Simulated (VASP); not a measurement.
# Ga11CuP12 (a cell with a defect) in VASP: further runs, part 2 of 3

VASP 6.6.1. The steps go on from the part before.

### 3 Single point, PBEsol+U, collinear spin, ferromagnetic start

INCAR reads:

```
SYSTEM = Ga11CuP12
ALGO     = Normal         ! electronic algorithm
EDIFF    = 1E-5           ! SCF threshold, eV
ENCUT    = 350            ! plane-wave cutoff, eV
GGA      = PS             ! functional
ISIF     = 2              ! what is computed and relaxed
ISMEAR   = 0              ! smearing method
ISPIN    = 2              ! spin polarisation
ISYM     = 0            
KPAR     = 2            
LASPH    = .True.         ! aspherical terms in the spheres
LCHARG   = .False.        ! write CHGCAR
LDAU     = .True.         ! DFT+U
LDAUJ    = 0 0 0        
LDAUL    = 2 -1 -1        ! shell
LDAUPRINT= 1            
LDAUTYPE = 2            
LDAUU    = 5 0 0          ! U, eV
LMAXMIX  = 4              ! l up to which the mixer works
LORBIT   = 11             ! projections on sites
LREAL    = Auto         
LWAVE    = .False.        ! write WAVECAR
MAGMOM   = 2 0 0 0 0 0 0 0 0 0 0 0 0 0 0 0 0 0 0 0 0 0 0 0 ! initial moments
NBANDS   = 129            ! bands
NELM     = 120            ! most SCF steps
PREC     = Accurate       ! precision mode
SIGMA    = 0.03           ! smearing width, eV
```

KPOINTS reads:

```
k-points
0
Gamma
  2 2 2
  0 0 0
```

POSCAR reads:

```
Ga11CuP12                               
1.0
    0.0000000000      8.1757500000      8.1757500000
    5.4505000000      0.0000000000      5.4505000000
    5.4505000000      5.4505000000      0.0000000000
  Cu              Ga              P             
     1    11    12
Direct
     0.9985365811390715    0.0006550261406407    0.0013206874077931
     0.0019460405873064    0.0024892818739523    0.4975110340615031
     0.0006784374349500    0.4992132746260755    0.0019046915452284
     0.0003769875593564    0.4986322795254134    0.4990607266311593
     0.3293333867264717    0.0018280038390721    0.0028010201584559
     0.3287170009268871    0.0017708273296045    0.5027135693112896
     0.3285737942107487    0.5026755517955601    0.0018750149981345
     0.3304926501841765    0.4994170993003335    0.5021940036407014
     0.6672303057892268    0.9999638975439791    0.0039933331297154
     0.6669718586819339    0.9985379244245189    0.4990837732526233
     0.6661281126133142    0.4930532360810041    0.0053930188661806
     0.6655458647745089    0.4975455577425451    0.5028845617318241
     0.0800252334888398    0.1227182284377579    0.1212335519755435
     0.0801970593110119    0.1220725142984197    0.6366707376911324
     0.0798525762104771    0.6360411476313523    0.1225133259334056
     0.0811782447857478    0.6265311594531286    0.6260373720077936
     0.4160309705399513    0.1256830708753819    0.1259855785338191
     0.4162553802224979    0.1235348846970921    0.6262555315323117
     0.4152985559442884    0.6249084096783957    0.1261954648208143
     0.4156417301426909    0.6247618763503365    0.6254446565976109
     0.7578725160787786    0.1182159081225841    0.1242089552952163
     0.7507071085417029    0.1219662075871482    0.6270086048108165
     0.7496924434204338    0.6230567355713712    0.1270899393707215
     0.7495271606856353    0.6220698970743365    0.6282338466961916
```

Potentials or basis: VASP PAW PBE potentials, release 64 (Cu, Ga_d, P).

Run with:

```
cat potpaw_PBE.64/Cu/POTCAR potpaw_PBE.64/Ga_d/POTCAR potpaw_PBE.64/P/POTCAR > POTCAR
mpirun -np 4 vasp_std > vasp.out
```

Wall time 11 min (4 MPI ranks of Intel Xeon Platinum 8488C (Sapphire Rapids), shared host); peak memory 0.46 GiB.

The run converged. Its results:

| Quantity | Value |
| --- | --- |
| Free energy | -115.7319 eV |
| Pressure | -1.8 GPa |
| Largest force | 0.134 eV/Å |
| Band gap on the k mesh | none (metal or under the smearing width) |
| Net moment | 0.37 μB per cell |
| Site moments | Cu +0.05; Ga +0.00, +0.01, -0.00; P +0.04, +0.02, -0.00, +0.01, +0.00 μB |
| Valence electrons inside the program's atomic spheres | Cu 10.18; Ga 11.71, 11.72; P 2.48, 2.49, 2.52, 2.51, 2.50 |

Forces in eV/Å, atoms in the order of the input:
```
Cu   0.007 -0.025 -0.022
Ga   0.054 -0.079 -0.057
Ga   0.045 -0.023 -0.081
Ga   0.081 -0.065 -0.081
Ga  -0.044  0.025  0.022
Ga  -0.024  0.031  0.026
Ga  -0.008  0.038  0.011
Ga  -0.054  0.065  0.083
Ga  -0.017  0.009  0.010
Ga  -0.007 -0.029  0.034
Ga  -0.011  0.009  0.014
Ga  -0.022  0.029  0.050
P   -0.062  0.000 -0.031
P   -0.007  0.129 -0.035
P   -0.002 -0.037  0.121
P   -0.025  0.034  0.020
P   -0.019 -0.027 -0.036
P    0.066 -0.023 -0.040
P    0.045 -0.027 -0.017
P    0.030 -0.047 -0.054
P   -0.008  0.033  0.055
P    0.006 -0.014 -0.004
P   -0.005 -0.012 -0.004
P   -0.018  0.008  0.015
```

Stress tensor (GPa, compression positive):
```
-1.59  0.08  0.07
 0.08 -1.90 -0.07
 0.07 -0.07 -1.87
```

Levels at points of the mesh, in eV from the Fermi level:
Spin up:
```tsv
k point	band 104	band 105	band 106	band 107	band 108	band 109	band 110	band 111	band 112	band 113
(0.00, 0.00, 0.00)	-0.37	-0.35	0.41	0.49	0.49	1.74	1.77	1.86	1.92	1.98
(0.50, 0.00, 0.00)	-0.66	-0.18	-0.18	0.28	0.30	1.71	1.79	1.80	1.90	1.95
(0.00, 0.50, 0.00)	-0.94	-0.51	-0.49	-0.04	-0.01	2.25	2.30	2.35	2.44	2.52
(0.00, 0.00, 0.50)	-0.95	-0.51	-0.49	-0.04	-0.01	2.24	2.30	2.36	2.44	2.53
(0.50, 0.00, 0.50)	-1.13	-0.99	-0.64	-0.56	-0.14	2.51	2.53	2.67	2.72	2.88
(0.50, 0.50, 0.00)	-1.14	-0.99	-0.64	-0.55	-0.14	2.51	2.54	2.67	2.73	2.87
(0.00, 0.50, 0.50)	-1.01	-1.00	-0.46	-0.44	0.03	2.31	2.35	2.66	2.67	2.69
(0.50, 0.50, 0.50)	-0.92	-0.76	-0.65	-0.22	-0.18	2.47	2.60	2.85	2.93	3.12
```
Spin down:
```
           k point  band 102  band 103  band 104  band 105  band 106  band 107  band 108  band 109  band 110  band 111
(0.00, 0.00, 0.00)     -0.70     -0.66     -0.35     -0.32      0.46      0.52      0.54      1.74      1.78      1.86
(0.50, 0.00, 0.00)     -0.77     -0.71     -0.62     -0.17     -0.16      0.34      0.34      1.71      1.80      1.81
(0.00, 0.50, 0.00)     -1.26     -1.07     -0.91     -0.50     -0.48      0.01      0.05      2.25      2.31      2.36
(0.00, 0.00, 0.50)     -1.26     -1.07     -0.91     -0.50     -0.48      0.02      0.05      2.25      2.31      2.36
(0.50, 0.00, 0.50)     -1.24     -1.13     -1.12     -0.99     -0.63     -0.49     -0.08      2.51      2.54      2.68
(0.50, 0.50, 0.00)     -1.25     -1.13     -1.12     -0.98     -0.63     -0.49     -0.08      2.51      2.54      2.68
(0.00, 0.50, 0.50)     -1.29     -1.16     -0.99     -0.97     -0.43     -0.38      0.06      2.32      2.36      2.66
(0.50, 0.50, 0.50)     -1.30     -0.99     -0.91     -0.75     -0.63     -0.16     -0.14      2.48      2.61      2.86
```

Eigenvalues of the final occupation matrices:
```tsv
site	spin	trace	eigenvalues
site 1 d	1	4.67	0.92 0.93 0.94 0.94 0.94
site 1 d	2	4.63	0.91 0.91 0.93 0.94 0.94
```

Caveat: the k mesh is coarse (spacing up to 0.50 Å⁻¹), so the values aren't converged; the cutoff is under 1.25 times the usual one of these potentials, so pressure, stress and relaxed cells hold a basis-set (Pulay) error; the PAW data sets were made with another functional, which shifts forces and pressure a little; the U is typed as a test and isn't derived for this compound. The state reached can hang on the start; a lower one may exist.

### 4 Single point, PBEsol+U, collinear spin, ferromagnetic start

Edit INCAR of step 3 so:

```diff
@@ -17,3 +17,3 @@
 LDAUTYPE = 2            
-LDAUU    = 5 0 0          ! U, eV
+LDAUU    = 7 0 0          ! U, eV
 LMAXMIX  = 4              ! l up to which the mixer works
@@ -25,2 +25,3 @@
 NELM     = 120            ! most SCF steps
+NUPDOWN  = 2              ! fixed moment
 PREC     = Accurate       ! precision mode
```

KPOINTS is that of step 3.

POSCAR is that of step 3.

Run with:

```
cat potpaw_PBE.64/Cu/POTCAR potpaw_PBE.64/Ga_d/POTCAR potpaw_PBE.64/P/POTCAR > POTCAR
mpirun -np 4 vasp_std > vasp.out
```

It took 9.8 min on 4 MPI ranks of Intel Xeon Platinum 8488C (Sapphire Rapids), shared host; peak memory 0.47 GiB.

It converged, with:

- Free energy: -114.8434 eV
- Pressure: -1.7 GPa
- Largest force: 0.029 eV/Å
- Net moment: 2.00 μB per cell
- Site moments: Cu +0.22; Ga +0.02, +0.01; P +0.16, +0.15, +0.01, +0.07, +0.04, +0.02, +0.11, +0.03 μB
- Valence electrons inside the program's atomic spheres: Cu 10.23; Ga 11.71, 11.72; P 2.49, 2.53, 2.51, 2.52, 2.50

Forces in eV/Å, atoms in the order of the input:
```
Cu   0.005  0.000 -0.001
Ga   0.000  0.001 -0.020
Ga  -0.013  0.016 -0.005
Ga  -0.011  0.013 -0.001
Ga  -0.001  0.001 -0.008
Ga  -0.001  0.001  0.001
Ga   0.014  0.012 -0.023
Ga   0.001  0.003  0.022
Ga  -0.003  0.002 -0.001
Ga  -0.002 -0.026  0.009
Ga  -0.007 -0.012  0.009
Ga   0.010 -0.009  0.012
P   -0.003  0.018 -0.001
P   -0.008 -0.002  0.007
P   -0.002  0.006 -0.006
P   -0.010  0.008 -0.005
P   -0.010  0.003 -0.004
P    0.014 -0.002 -0.005
P   -0.002  0.006  0.008
P    0.005  0.005 -0.003
P    0.011 -0.022  0.007
P    0.006 -0.006 -0.010
P   -0.003 -0.019  0.006
P    0.010  0.004  0.012
```

Eigenvalues of the final occupation matrices:
```
    site  spin  trace               eigenvalues
site 1 d     1   4.77  0.95 0.95 0.96 0.96 0.96
site 1 d     2   4.61  0.90 0.90 0.92 0.95 0.95
```

Caveat: the k mesh is coarse (spacing up to 0.50 Å⁻¹), so the values aren't converged; the cutoff is under 1.25 times the usual one of these potentials, so pressure, stress and relaxed cells hold a basis-set (Pulay) error; the PAW data sets were made with another functional, which shifts forces and pressure a little; the total moment is fixed, so each spin has its own Fermi level; the U is typed as a test and isn't derived for this compound. The state reached can hang on the start; a lower one may exist.

### 5 Single point, PBEsol+U, collinear spin, ferromagnetic start

Edit INCAR of step 4 so:

```diff
@@ -9,3 +9,3 @@
 ISYM     = 0            
-KPAR     = 2            
+KPAR     = 4            
 LASPH    = .True.         ! aspherical terms in the spheres
@@ -17,3 +17,3 @@
 LDAUTYPE = 2            
-LDAUU    = 7 0 0          ! U, eV
+LDAUU    = 5 0 0          ! U, eV
 LMAXMIX  = 4              ! l up to which the mixer works
```

KPOINTS reads:

```
k-points
0
Gamma
  2 3 3
  0 0 0
```

POSCAR is that of step 4.

Run with:

```
cat potpaw_PBE.64/Cu/POTCAR potpaw_PBE.64/Ga_d/POTCAR potpaw_PBE.64/P/POTCAR > POTCAR
mpirun -np 4 vasp_std > vasp.out
```

Wall time 10 min (4 MPI ranks of Intel Xeon Platinum 8488C (Sapphire Rapids), shared host); peak memory 0.83 GiB.

The run converged. Its results:

- Free energy: -116.0860 eV
- Pressure: -1.8 GPa
- Largest force: 0.164 eV/Å
- Net moment: 2.00 μB per cell
- Site moments: Cu +0.24; Ga +0.02, +0.01; P +0.14, +0.13, +0.03, +0.07, +0.04, +0.12 μB
- Valence electrons inside the program's atomic spheres: Cu 10.18; Ga 11.71, 11.72; P 2.49, 2.52, 2.51

Forces in eV/Å, atoms in the order of the input:
```
Cu  -0.092  0.084  0.085
Ga   0.004  0.043  0.128
Ga  -0.011  0.159  0.038
Ga  -0.155  0.027  0.008
Ga  -0.021  0.023  0.017
Ga  -0.018  0.031  0.003
Ga  -0.006  0.018  0.013
Ga  -0.021  0.036  0.049
Ga  -0.073  0.037  0.038
Ga  -0.036  0.047  0.044
Ga  -0.044  0.025  0.083
Ga  -0.031  0.037  0.051
P    0.034 -0.090 -0.115
P    0.084 -0.049 -0.111
P    0.096 -0.116 -0.052
P    0.012 -0.021 -0.034
P    0.027 -0.029 -0.033
P    0.035 -0.050 -0.029
P    0.017 -0.020 -0.040
P    0.052 -0.034 -0.037
P    0.048 -0.030 -0.010
P    0.031 -0.048 -0.050
P    0.021 -0.060 -0.035
P    0.048 -0.021 -0.011
```

Stress tensor (GPa, compression positive):
```
-1.80 -0.05 -0.08
-0.05 -1.79  0.06
-0.08  0.06 -1.75
```

Eigenvalues of the final occupation matrices:
```tsv
site	spin	trace	eigenvalues
site 1 d	1	4.74	0.94 0.94 0.95 0.95 0.95
site 1 d	2	4.57	0.88 0.90 0.90 0.94 0.94
```

Caveat: the cutoff is under 1.25 times the usual one of these potentials, so pressure, stress and relaxed cells hold a basis-set (Pulay) error; the PAW data sets were made with another functional, which shifts forces and pressure a little; the total moment is fixed, so each spin has its own Fermi level; the U is typed as a test and isn't derived for this compound.

(Continued in part 3 of 3.)
